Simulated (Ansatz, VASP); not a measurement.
# Zn3Co: VASP beside Ansatz

Wanted: the spread between two codes on one cell, functional and k mesh.

Calculated with Ansatz 0.2.0; plane waves, with VASP 6.6.1 beside it; single point at LDA.

## Step 1: The starting structure

It takes space group P6_3/mmc (No. 194, hexagonal). Conventional cell: a = 5.232 Å, b = 5.232 Å, c = 4.200 Å, α = 90.00°, β = 90.00°, γ = 120.00°. Nearest to Co lie 12 Zn at 2.56 to 2.62 Å. Zn has 8 Zn at 2.55 to 2.68 Å and 4 Co at 2.56 to 2.62 Å nearest. Farther neighbours are not listed.

Coordinates:

```cif
data_structure
_symmetry_space_group_name_H-M 'P 1'
_symmetry_Int_Tables_number 1
_cell_length_a 5.2324
_cell_length_b 5.2324
_cell_length_c 4.2000
_cell_angle_alpha 90.000
_cell_angle_beta 90.000
_cell_angle_gamma 120.000
_cell_volume 99.58
loop_
_atom_site_label
_atom_site_type_symbol
_atom_site_fract_x
_atom_site_fract_y
_atom_site_fract_z
_atom_site_occupancy
Co1 Co 0.33333 0.66667 0.75000 1
Co2 Co 0.66667 0.33333 0.25000 1
Zn3 Zn 0.17094 0.34188 0.25000 1
Zn4 Zn 0.17094 0.82906 0.25000 1
Zn5 Zn 0.65812 0.82906 0.25000 1
Zn6 Zn 0.82906 0.65812 0.75000 1
Zn7 Zn 0.82906 0.17094 0.75000 1
Zn8 Zn 0.34188 0.17094 0.75000 1
```

## Step 2: VASP: single point, LDA

With cell and atoms fixed, the geometry can't cause a difference; cores, projectors, grids and the points listed under the comparison can.

Lines of VASP's logs that name or quote its potential files are left out, and so is its time.

INCAR reads:

```
SYSTEM = Zn3Co
PREC = Normal
ENCUT = 350
EDIFF = 1E-06
NELM = 150
ISMEAR = 1
SIGMA = 0.05
LREAL = .FALSE.
ALGO = Normal
GGA = CA
NBANDS = 54
ISPIN = 2
MAGMOM = 2 2 0 0 0 0 0 0
LASPH = .TRUE.
LMAXMIX = 4
LORBIT = 11
LWAVE = .TRUE.
LCHARG = .TRUE.
KPAR = 2
AMIX = 0.2
BMIX = 1E-04
AMIX_MAG = 0.8
BMIX_MAG = 1E-04
```

POSCAR reads:

```
Zn3Co
1.0
    5.2323674750      0.0000000000      0.0000000000
   -2.6161837375      4.5313631553      0.0000000000
    0.0000000000      0.0000000000      4.2000468900
Co Co Zn
1 1 6
Direct
    0.3333333333      0.6666666667      0.7500000000
    0.6666666667      0.3333333333      0.2500000000
    0.1709387450      0.3418774900      0.2500000000
    0.1709387450      0.8290612550      0.2500000000
    0.6581225100      0.8290612550      0.2500000000
    0.8290612550      0.6581225100      0.7500000000
    0.8290612550      0.1709387450      0.7500000000
    0.3418774900      0.1709387450      0.7500000000
```

KPOINTS reads:

```
Automatic mesh
0
Gamma
4 4 4
0 0 0
```

PAW data sets: Co, Co and Zn (LDA family, release 64).

Command:

```sh
$ mpirun -np 2 vasp_std
```

Numbers of over 12 decimals in the logs are rounded to 6 here.

Output:

```text
[banner, memory and clock lines left out]
running    2 mpi-ranks, on    1 nodes
 distrk:  each k-point on    1 cores,    2 groups
 distr:  one band on    1 cores,    1 groups

 POSCAR found type information on POSCAR CoCoZn
 POSCAR found :  3 types and       8 ions
 LDA part: xc-table for (Slater(with rela. corr.)+CA(PZ))
 , standard interpolation
 POSCAR, INCAR and KPOINTS ok, starting setup
 FFT: planning ... GRIDC
 FFT: planning ... GRID_SOFT
 FFT: planning ... GRID
 WAVECAR not read
 entering main loop
       N       E                     dE             d eps       ncg     rms          rms(c)
DAV:   1     0.595983417457E+03    0.59598E+03   -0.32569E+04  2592   0.206E+03
DAV:   2     0.320267362405E+02   -0.56396E+03   -0.54529E+03  2598   0.442E+02
DAV:   3    -0.289579480637E+02   -0.60985E+02   -0.59730E+02  2706   0.160E+02
DAV:   4    -0.303816360921E+02   -0.14237E+01   -0.14192E+01  2798   0.287E+01
DAV:   5    -0.303982252013E+02   -0.16589E-01   -0.16582E-01  3686   0.249E+00    0.164E+01
DAV:   6    -0.294340057541E+02    0.96422E+00   -0.77373E+00  2818   0.283E+01    0.117E+01
DAV:   7    -0.284867321253E+02    0.94727E+00   -0.27375E+00  3144   0.238E+01    0.962E+00
DAV:   8    -0.282806407023E+02    0.20609E+00   -0.11413E+00  3044   0.103E+01    0.627E+00
DAV:   9    -0.282785949230E+02    0.20458E-02   -0.52140E-01  2756   0.695E+00    0.192E+00
DAV:  10    -0.282808900044E+02   -0.22951E-02   -0.34419E-01  3074   0.410E+00    0.269E+00
DAV:  11    -0.282455828139E+02    0.35307E-01   -0.19061E-01  3122   0.283E+00    0.521E-01
DAV:  12    -0.282472593371E+02   -0.16765E-02   -0.76900E-03  2894   0.486E-01    0.441E-01
DAV:  13    -0.282477935790E+02   -0.53424E-03   -0.10292E-03  3306   0.249E-01    0.231E-01
DAV:  14    -0.282477619050E+02    0.31674E-04   -0.13729E-03  3328   0.302E-01    0.989E-02
DAV:  15    -0.282477012283E+02    0.60677E-04   -0.28613E-04  2710   0.145E-01    0.403E-02
DAV:  16    -0.282476982371E+02    0.29911E-05   -0.22022E-05  2980   0.299E-02    0.261E-02
DAV:  17    -0.282476976625E+02    0.57470E-06   -0.60428E-06  2194   0.247E-02
   1 F= -.28247698E+02 E0= -.28247383E+02  d E =-.943401E-03  mag=     0.0721
 writing wavefunctions
```

OUTCAR, selected parts (step 2):

```text
ion  position               nearest neighbor table
   1  0.333  0.667  0.750-   4 2.56   4 2.56   5 2.56   5 2.56   3 2.56   3 2.56   6 2.62   8 2.62
                             7 2.62   7 2.62   6 2.62   8 2.62
   2  0.667  0.333  0.250-   7 2.56   7 2.56   8 2.56   8 2.56   6 2.56   6 2.56   3 2.62   5 2.62
                             4 2.62   4 2.62   3 2.62   5 2.62
   3  0.171  0.342  0.250-   4 2.55   5 2.55   1 2.56   1 2.56   8 2.61   7 2.61   7 2.61   8 2.61
                             2 2.62   2 2.62   4 2.68   5 2.68
   4  0.171  0.829  0.250-   5 2.55   3 2.55   1 2.56   1 2.56   6 2.61   6 2.61   8 2.61   8 2.61
                             2 2.62   2 2.62   5 2.68   3 2.68
   5  0.658  0.829  0.250-   4 2.55   3 2.55   1 2.56   1 2.56   6 2.61   6 2.61   7 2.61   7 2.61
                             2 2.62   2 2.62   4 2.68   3 2.68
   6  0.829  0.658  0.750-   7 2.55   8 2.55   2 2.56   2 2.56   5 2.61   4 2.61   4 2.61   5 2.61
                             1 2.62   1 2.62   7 2.68   8 2.68
   7  0.829  0.171  0.750-   8 2.55   6 2.55   2 2.56   2 2.56   3 2.61   3 2.61   5 2.61   5 2.61
                             1 2.62   1 2.62   8 2.68   6 2.68
   8  0.342  0.171  0.750-   7 2.55   6 2.55   2 2.56   2 2.56   3 2.61   3 2.61   4 2.61   4 2.61
                             1 2.62   1 2.62   7 2.68   6 2.68

  LATTYP: Found a hexagonal cell.
 ALAT       =     5.2323674750
 C/A-ratio  =     0.8027048769

 Subroutine GETGRP returns: Found 12 space group operations
 (whereof  6 operations were pure point group operations)

The static configuration has the point symmetry C_3v.
 The point group associated with its full space group is D_3h.

 Found     12 irreducible k-points:

   k-points           NKPTS =     12   k-points in BZ     NKDIM =     12   number of bands    NBANDS=     54

   dimension x,y,z NGX =    24 NGY =   24 NGZ =   20
   dimension x,y,z NGXF=    48 NGYF=   48 NGZF=   40

   ENCUT  =  350.0 eV  25.72 Ry    5.07 a.u.   7.98  7.98  6.41*2*pi/ulx,y,z

   NELECT =      90.0000    total number of electrons

 k-points in reciprocal lattice and weights: Automatic mesh
   0.00000000  0.00000000  0.00000000       0.016
   0.25000000  0.00000000  0.00000000       0.094
   0.50000000  0.00000000  0.00000000       0.047
   0.25000000  0.25000000  0.00000000       0.094
   0.00000000  0.00000000  0.25000000       0.031
   0.25000000  0.00000000  0.25000000       0.188
   0.50000000  0.00000000  0.25000000       0.094
   0.25000000  0.25000000  0.25000000       0.188
   0.00000000  0.00000000  0.50000000       0.016
   0.25000000  0.00000000  0.50000000       0.094
   0.50000000  0.00000000  0.50000000       0.047
   0.25000000  0.25000000  0.50000000       0.094

 average (electrostatic) potential at core
       1 -82.5753       2 -82.5752       3 -35.7986       4 -35.7986       5 -35.7986
       6 -35.7985       7 -35.7985       8 -35.7985

 E-fermi :   4.9732

 spin component 1
 k-point     1 :       0.0000    0.0000    0.0000
  band No.  band energies     occupation
    ...
     41       3.9409      1.00000
     42       3.9409      1.00000
     43       4.5035      1.00000
     44       4.5035      1.00000
     45       4.8221      1.00008
     46       5.2043     -0.00000
     47       5.3510     -0.00000
     48       5.3510     -0.00000
     49       6.9424      0.00000
     50      10.4211      0.00000
    ...

 k-point     2 :       0.2500    0.0000    0.0000
  band No.  band energies     occupation
    ...
     41       4.1272      1.00000
     42       4.1438      1.00000
     43       4.2051      1.00000
     44       4.6005      1.00000
     45       4.7141      1.00000
     46       6.0856      0.00000
     47       6.4146      0.00000
     48       6.7806      0.00000
     49       7.7056      0.00000
     50       8.6266      0.00000
    ...

 k-point     3 :       0.5000    0.0000    0.0000
  band No.  band energies     occupation
    ...
     40       3.7939      1.00000
     41       3.7949      1.00000
     42       4.1445      1.00000
     43       4.2281      1.00000
     44       4.7932      1.00000
     45       5.9172     -0.00000
     46       6.5914      0.00000
     47       6.6684      0.00000
     48       8.1116      0.00000
     49       8.5374      0.00000
    ...

 k-point     4 :       0.2500    0.2500    0.0000
  band No.  band energies     occupation
    ...
     39       3.5237      1.00000
     40       3.6576      1.00000
     41       3.9488      1.00000
     42       4.0657      1.00000
     43       4.2592      1.00000
     44       5.4547     -0.00000
     45       5.7084     -0.00000
     46       5.9536     -0.00000
     47       6.6645      0.00000
     48       7.7282      0.00000
    ...

 k-point     5 :       0.0000    0.0000    0.2500
  band No.  band energies     occupation
    ...
     41       3.9439      1.00000
     42       3.9439      1.00000
     43       4.3212      1.00000
     44       4.3212      1.00000
     45       4.5946      1.00000
     46       5.2457     -0.00000
     47       5.2457     -0.00000
     48       5.2772     -0.00000
     49       8.3943      0.00000
     50       8.3944      0.00000
    ...

 k-point     6 :       0.2500    0.0000    0.2500
  band No.  band energies     occupation
    ...
     41       3.9368      1.00000
     42       3.9475      1.00000
     43       4.2842      1.00000
     44       4.3285      1.00000
     45       4.7397      1.00000
     46       5.3885     -0.00000
     47       5.7940     -0.00000
     48       6.0742      0.00000
     49       7.9537      0.00000
     50       8.1212      0.00000
    ...

  Total       -4.3528197     -4.3528197     -5.3032579      0.0000000      0.0000000      0.0000000
  in kB      -70.0325625    -70.0325625    -85.3241729      0.0000000      0.0000000      0.0000000
  external PRESSURE =     -75.1297660 kB  Pullay stress =       0.0000000 kB

  energy-cutoff  :      350.00
  volume of cell :       99.58
      direct lattice vectors                 reciprocal lattice vectors
     5.232367475  0.000000000  0.000000000     0.191118075  0.110342072  0.000000000
    -2.616183738  4.531363155  0.000000000     0.000000000  0.220684144  0.000000000
     0.000000000  0.000000000  4.200046890     0.000000000  0.000000000  0.238092580

 POSITION                                       TOTAL-FORCE (eV/Angst)
 -----------------------------------------------------------------------------------
     -0.00000      3.02091      3.15004         0.000000     -0.000000     -0.000000
      2.61618      1.51045      1.05001         0.000000     -0.000000     -0.000000
      0.00000      1.54917      1.05001         0.000000      0.059267     -0.000000
     -1.27456      3.75678      1.05001         0.051327     -0.029633     -0.000000
      1.27456      3.75678      1.05001        -0.051327     -0.029633     -0.000000
      2.61618      2.98219      3.15004         0.000000     -0.059306      0.000000
      3.89075      0.77459      3.15004        -0.051361      0.029653     -0.000000
      1.34162      0.77459      3.15004         0.051361      0.029653     -0.000000
 -----------------------------------------------------------------------------------
    total drift:                                0.000000     -0.000000     -0.000000

  FREE ENERGIE OF THE ION-ELECTRON SYSTEM (eV)
  ---------------------------------------------------
  free  energy   TOTEN  =       -28.2476976625 eV

  energy  without entropy=      -28.2467542612  energy(sigma->0) =      -28.24738320

 total charge
# of ion       s       p       d       tot
------------------------------------------
    1        0.379   0.375   7.481   8.235
    2        0.379   0.375   7.481   8.235
    3        0.609   0.578   9.734  10.921
    4        0.609   0.578   9.734  10.921
    5        0.609   0.578   9.734  10.921
    6        0.609   0.578   9.734  10.921
    7        0.609   0.578   9.734  10.921
    8        0.609   0.578   9.734  10.921
--------------------------------------------------
tot          4.412   4.220  73.366  81.998

 magnetization (x)
# of ion       s       p       d       tot
------------------------------------------
    1        0.000   0.001   0.036   0.037
    2        0.000   0.001   0.034   0.035
    3       -0.000  -0.000  -0.000  -0.000
    4       -0.000  -0.000  -0.000  -0.000
    5       -0.000  -0.000  -0.000  -0.000
    6       -0.000  -0.000  -0.000  -0.000
    7       -0.000  -0.000  -0.000  -0.000
    8       -0.000  -0.000  -0.000  -0.000
--------------------------------------------------
tot         -0.001   0.001   0.070   0.070

[... 6 further parts left out ...]
```

The moments of the start collapse, so the state is non-magnetic; other starts or orders were not tried. The k-mesh is coarse for a metal.

(Part 1 of 2 ends here.)

[Lines on the potential files, build, host, timing and source positions are cut from VASP's logs without a mark.]

[Logs are printed without paths, hosts, clocks, repeated set-up lines and the standing remarks that a program may print on its own settings, such as how far it seeks lower states.]

[Hosts, paths, dates, database ids (printed as entryN), source tags and the programs' standing remarks are cut or masked in the printed files.]
